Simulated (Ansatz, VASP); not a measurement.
# MoS2 in two plane-wave programs, part 2 of 2

One calculation is typed for both programs; each brings its own data sets. How far apart do they land? The cell is taken from a series of runs on this material, whose earlier steps may have relaxed, scaled, displaced or heated it; both programs get it as it stands.

VASP 6.6.1 and Ansatz 0.2.0.

So far: Set-up; VASP: G0W0 gap, PBE.

### Step 3. Ansatz: G0W0 gap, PBE

Level of this step: Ansatz beside VASP: Kohn-Sham DFT, plane waves, PBE (Ansatz).

Ansatz runs on its default PAW (the set named soft_2) files.

The same cell, functional and mesh now go to Ansatz, which takes its cutoff from its data sets.

File input.yaml:

```yaml
crystal:
  lattice:
    - [3.1491610477, 0.0, 0.0]
    - [-1.5745805239, 2.7272534679, 0.0]
    - [0.0, 0.0, 12.0912228302]
  atoms:
    - { symbol: Mo, position: [0.3333333333, 0.6666666667, 0.25] }
    - { symbol: Mo, position: [0.6666666667, 0.3333333333, 0.75] }
    - { symbol: S, position: [0.3333333333, 0.6666666667, 0.6205030208] }
    - { symbol: S, position: [0.6666666667, 0.3333333333, 0.1205030208] }
    - { symbol: S, position: [0.3333333333, 0.6666666667, 0.8794969792] }
    - { symbol: S, position: [0.6666666667, 0.3333333333, 0.3794969792] }
kpoints:
  mp_grid: { grid: [6, 6, 2] }
hamiltonian:
  xc: pbe
scf:
  occupations: { method: fixed }
gw:
  n_empty_bands: 382
  ecut_chi: 138
  qp_bands: [v2, c2]
  qp_kpoints: band_edges
  screening: { model: contour_deformation }
```

Run with:

```console
$ ansatz run input.yaml --threads 3 --pin off --max-ram 64512MiB --backend cuda --devices 1 --max-vram 24GiB --events-out ev --progress --plain --runs-dir out
```

Numbers of over 12 decimals in the logs are rounded to 6 here.

Output:

```text
GPUs: using 1 of 1 available (devices: 1).
Engine: ansatz 0.2.0, x86_64-unknown-linux-gnu
Pseudopotentials: kind: paw
Pseudopotential: Mo, paw, valence charge 14, recommended cutoff 420 eV (normal), Mo.paw.azcp
Pseudopotential: S, paw, valence charge 6, recommended cutoff 420 eV (normal), S.paw.azcp
Functional definition: PBE
  parameter kappa = 0.804
  parameter beta = 0.066725
  exchange = pbe_x(kappa = kappa, mu = beta*pi^2/3)
  correlation = pbe_c(beta = beta)
device memory: the entry about to start is reckoned to put 1.0 GiB on a device that reports 20.2 GiB free
GPU FFT provider: cuFFT
GPU libraries: cuBLAS 13.8.2, cuFFT 12.4.0, cuSOLVER 12.3.4
Crystal: 6 atoms, lattice volume = 103.846 Å³
Basis set: ecut = 420 eV, 2009 PW (Γ)
Bands: 32, of which v1, the nominal top of the filled ones, is band 26 counted from 1 (25 counted from 0)
Symmetry: 24 space group operations
Space group: P63/mmc (ITA 194), of the structure as read, at distance tolerance 4.7e-5 Å
k-points: 14 of 72
Non-local potential: Mo, projectors of the file, l = 0: 3, l = 1: 2, l = 2: 2, l = 3: 1
Non-local potential: S, projectors of the file, l = 0: 2, l = 1: 2, l = 2: 2
PAW form: soft (Blöchl's): semilocal exchange-correlation on the pseudo side does not see the compensation charge
PAW one-centre angular grid: Mo, 590 points (default); XC on 64 Gauss nodes
PAW one-centre angular grid: S, 110 points (default); XC on 64 Gauss nodes
Initial density: superposition of atomic densities (neutral atoms: chi_scale 0, normalization atom), corrected by the library's trained network
Initial wavefunctions: pseudopotential atomic-orbital guess
GPU buffer pool allocated for 46656 grid points (all kernels)
GPU transforms: local potential and band sums: pruned to the plane-wave sphere, on 24×24×81
Functional: x = pbe(κ = 0.804, μ = 0.219515), c = pbe(β = 0.066725)
SCF iter   1: F=—  HF=-13525.458673 eV  |F-HF|=—  |Δ(HF+E_count)|=         —  Δρ=5.65e-3  dr2=8.98e-3  ethr=1.77e-3  ⟨swp⟩=5.0  Hψ=1663  notcnv=0  defer=42
preconditioner: auto → Resta (q_TF=auto, 2.431 Å⁻¹)  ε∞=8.8  [insulator: Δε(μ)=0.789 eV  Ē_g=7.836 eV  n_scr=26 (ndim 8)  ℏωp=21.9 eV  f_vac=0.010  ε∞_Penn≈8.8]
SCF iter   2: F=—  HF=-13525.467529 eV  |F-HF|=—  |Δ(HF+E_count)|=   8.86e-3  Δρ=3.24e-3  dr2=2.56e-3  ethr=1.73e-5  ⟨swp⟩=2.1  Hψ=843  notcnv=0  defer=54
SCF iter   3: F=—  HF=-13525.472318 eV  |F-HF|=—  |Δ(HF+E_count)|=   4.79e-3  Δρ=9.29e-4  dr2=1.85e-3  ethr=4.92e-6  ⟨swp⟩=2.0  Hψ=683  notcnv=0  defer=54
SCF iter   4: F=—  HF=-13525.472171 eV  |F-HF|=—  |Δ(HF+E_count)|=   1.47e-4  Δρ=1.25e-4  dr2=1.64e-5  ethr=3.55e-6  ⟨swp⟩=2.1  Hψ=575  notcnv=0  defer=52
SCF iter   5: F=—  HF=-13525.472181 eV  |F-HF|=—  |Δ(HF+E_count)|=   9.95e-6  Δρ=5.25e-5  dr2=2.57e-6  ethr=3.15e-8  ⟨swp⟩=2.0  Hψ=642  notcnv=0  defer=6
SCF iter   6: F=—  HF=-13525.472183 eV  |F-HF|=—  |Δ(HF+E_count)|=   1.87e-6  Δρ=9.46e-6  dr2=1.02e-7  ethr=4.94e-9  ⟨swp⟩=2.0  Hψ=638  notcnv=0  defer=6
SCF iter   7: F=-13525.472183 eV  HF=-13525.472183 eV  |F-HF|=2.60e-9  |Δ(HF+E_count)|=   6.87e-8  Δρ=2.42e-6  dr2=5.12e-9  ethr=1.92e-10  ⟨swp⟩=4.8  Hψ=1325  notcnv=0
SCF 1 converged in 7 iterations: F = -13525.472183 eV  dr2 = 5.12e-9
  greatest PAW one-centre occupation: 0.998 electrons in one spin orbital (limit 2), on the Mo atom at site 1 (counted from 0), in its partial waves of l = 0
device memory: the entry about to start is reckoned to put 1.1 GiB (of the 1.2 GiB reckoned in all, the device holds 0.1 GiB already) on a device that reports 20.1 GiB free
NSCF: frozen V_eff on 14 k-points, pencils in batches of 32, up to order 128
the band table was solved once the SCF had ended and its energy, with any forces and stress, was formed, with the checks that follow a solve (1758 applications of the Hamiltonian). They found nothing against the state; the energy, forces and stress were not computed again (output.eigenvalues in the input reference)
device memory: the entry about to start is reckoned to put 4.6 GiB on a device that reports 20.2 GiB free
NSCF: frozen V_eff on 14 k-points
G₀W₀ screening: q 1/14
[... further progress lines ...]
SCF converged after 7 iterations
Free energy (F): -13525.472183 eV
Harris-Foulkes:  -13525.472183 eV  (|F-HF|=2.60e-9)
Internal energy: -13525.472183 eV  (E = F + TS)
E sigma→0 (E₀):  -13525.472183 eV
Fermi energy:    11.469493 eV
--- Per-component energies (eV) ---
  E_band       = -286.760013
  E_kinetic    = 1314.487872
  E_local      = -3761.858578  (includes V_loc(G=0)·N_el)
  E_nonlocal   = 398.558486
  E_hartree    = 1440.189996
  E_xc         = -758.065911
  E_vxc        = -811.476064  (∫ρ·V_xc dr)
  E_paw        = -8803.193604  (= ΣΔE_a)
  E_vpaw       = -306.850147  (= ΣTr[D̂ρ^β])
  E_aug_tail   = 0.000084  (compensation charges beyond the density's cutoff)
  E_ewald      = -3355.590528
  E_smearing   = -0.000000  (= −TS)
  E_closure    = 0.000000  (closes the sum)
  Σ components = -13525.472183   (vs F -13525.472183, Δ=0.00e0)
--- Band table (eV; the first three rows and the last of 14) ---
  k-point 0: bands = [... 22 lower, 9.3070, 10.1846, 10.3612, 11.4695, 13.5510, 13.5510, 13.5865, 13.5865, ... 2 higher]
  k-point 1: bands = [... 22 lower, 9.2766, 9.2766, 11.2026, 11.2026, 13.5546, 13.5546, 13.5546, 13.5546, ... 2 higher]
  k-point 2: bands = [... 22 lower, 9.3437, 10.1727, 10.3067, 10.6288, 12.9272, 13.2681, 13.3204, 13.5257, ... 2 higher]
  k-point 13: bands = [... 22 lower, 8.4992, 8.4992, 10.7131, 10.7131, 12.5289, 12.5289, 13.6845, 13.6845, ... 2 higher]
--- G₀W₀: contour deformation, 7 samples at zero and on the imaginary axis and 1 off it, 72 q-points, 382 empty bands' worth ---
  eigenvalues of the whole cell's RPA ε∞ on this k-mesh (on a slab, of 1 + 4πα/V) = 6.9270, 15.2155, 15.2155; static W/v taken at q = 0 is 0.070175
  bands read: the sum over 408 bands ends inside a degenerate multiplet in 3 slots, whose members it reads at an even weight; the widest, k=1: bands 407 to 410 (counted from 1) at 2/4 each
  gw.qp_kpoints: band_edges: 12 of 14 stored k-points solved, in 1 pass; an edge of the gap read off the rows below is read off those points alone
    valence top: of the k-points left out ik 7 came nearest to being solved in a further pass, in band 25 (counted from 1, as in the quasiparticle table): it holds the edge there only if its correction is more favourable than any solved in that band by at least 1.362 eV; those differ by 0.408 eV
    conduction bottom: of the k-points left out ik 5 came nearest to being solved in a further pass, in band 27 (counted from 1, as in the quasiparticle table): it holds the edge there only if its correction is more favourable than any solved in that band by at least 0.751 eV; those differ by 0.251 eV
    ik  band        ε_KS         Σx   Σc(E_QP)       V_xc       Z   E_QP_lin       E_QP  E_QP is
     0    25     10.3612   -18.6159     1.9135   -16.2909  0.7492     9.9470     9.9497  root
     0    26     11.4695   -19.7771     0.4891   -19.2397  0.7401    11.4212    11.4212  root
     0    27     13.5510   -13.8172    -4.3603   -18.5516  0.7416    13.9278    13.9251  root
     0    28     13.5510   -13.8172    -4.3603   -18.5516  0.7416    13.9278    13.9251  root
     1    25     11.2026   -19.4779     0.7746   -18.5973  0.7420    11.0964    11.0966  root
     1    26     11.2026   -19.4779     0.7746   -18.5973  0.7420    11.0964    11.0966  root
     1    27     13.5546   -13.7550    -4.3488   -18.4686  0.7412    13.9220    13.9194  root
     1    28     13.5546   -13.7550    -4.3488   -18.4686  0.7412    13.9220    13.9194  root
     2    25     10.3067   -18.6346     1.9048   -16.3325  0.7481     9.9069     9.9094  root
     2    26     10.6288   -19.3936     0.9064   -18.4074  0.7381    10.5489    10.5490  root
     2    27     12.9272   -13.6802    -4.1201   -18.0911  0.7415    13.2193    13.2179  root
     2    28     13.2681   -14.0984    -4.1339   -18.5462  0.7337    13.5840    13.5820  root
     3    25     10.5911   -19.3962     1.0473   -18.2368  0.7388    10.4789    10.4791  root
     3    26     10.5911   -19.3962     1.0473   -18.2368  0.7388    10.4789    10.4791  root
     3    27     13.1451   -13.9378    -4.2694   -18.5397  0.7401    13.4795    13.4775  root
     3    28     13.1451   -13.9378    -4.2694   -18.5397  0.7401    13.4795    13.4775  root
     4    25      9.5539   -18.5625     1.3811   -17.0563  0.7297     9.4284     9.4288  root
     4    26      9.8611   -19.1095     1.2918   -17.7174  0.7330     9.7607     9.7609  root
     4    27     12.8021   -14.3118    -4.3284   -19.0144  0.7379    13.1789    13.1763  root
     4    28     12.9242   -15.3552    -4.3701   -20.1621  0.7320    13.3647    13.3610  root
     6    25      9.9753   -17.6903     1.3822   -16.0351  0.7478     9.7008     9.7022  root
     6    26     10.1268   -18.4942     1.2400   -17.0790  0.7428     9.9511     9.9516  root
     6    27     13.0748   -16.7015    -4.7560   -21.9990  0.7225    13.6231    13.6164  root
     6    28     13.1307   -16.6576    -4.7899   -21.9834  0.7213    13.6733    13.6666  root
[...]
12    25     10.6265   -19.0928     0.5240   -18.5541  0.7406    10.6117    10.6117  root
    12    26     10.8275   -19.5530     0.4378   -19.1255  0.7404    10.8379    10.8379  root
    12    27     12.5268   -16.1420    -4.0146   -20.5943  0.7348    12.9676    12.9645  root
    12    28     12.5268   -16.1420    -4.0146   -20.5943  0.7348    12.9676    12.9645  root
    13    25     10.7131   -19.2545     0.4763   -18.7748  0.7407    10.7096    10.7096  root
    13    26     10.7131   -19.2545     0.4763   -18.7748  0.7407    10.7096    10.7096  root
    13    27     12.5289   -16.1346    -4.0140   -20.5854  0.7349    12.9688    12.9657  root
    13    28     12.5289   -16.1346    -4.0140   -20.5854  0.7349    12.9688    12.9657  root
```

The column dr2 measures how far the density is from self-consistency, as an energy; F and HF (Harris–Foulkes) agree once it is small.

### Step 4. Differences

Known differences besides the potentials themselves: fixed occupations in Ansatz, narrow Gaussian smearing in VASP; the cutoff is 420 eV in Ansatz and 370 eV in VASP; Ansatz integrates over frequency by contour deformation, VASP on a grid of NOMEGA points; Ansatz's G0W0 levels solve the quasiparticle equation, VASP's are linearised. Total energies have different zeros and are not compared.

The two programs side by side:

```
                   quantity  Ansatz  VASP  difference
  G0W0 gap on the mesh (eV)    1.13  1.20       -0.07
Kohn-Sham gap under it (eV)    0.79  0.79        0.00
```

VASP's log warns that its frequency grid doesn't suit quasiparticle energies on this mesh.

### Step 5. What came out

```json
{"difference in G0W0 gap on the mesh (G0W0 gap, PBE)": "-0.070 eV"}
```

What this shows: The difference in G0W0 gap on the mesh is -0.070 eV (G0W0 gap, PBE). Such differences can come from data sets, numerical settings and the points named under the comparisons, not from the functional's error against experiment.

[Lines on the potential files, build, host, timing and source positions are cut from VASP's logs without a mark.]

[Logs are printed without paths, hosts, clocks, repeated set-up lines and the standing remarks that a program may print on its own settings, such as how far it seeks lower states.]

[Hosts, paths, dates, database ids (printed as entryN), source tags and the programs' standing remarks are cut or masked in the printed files.]
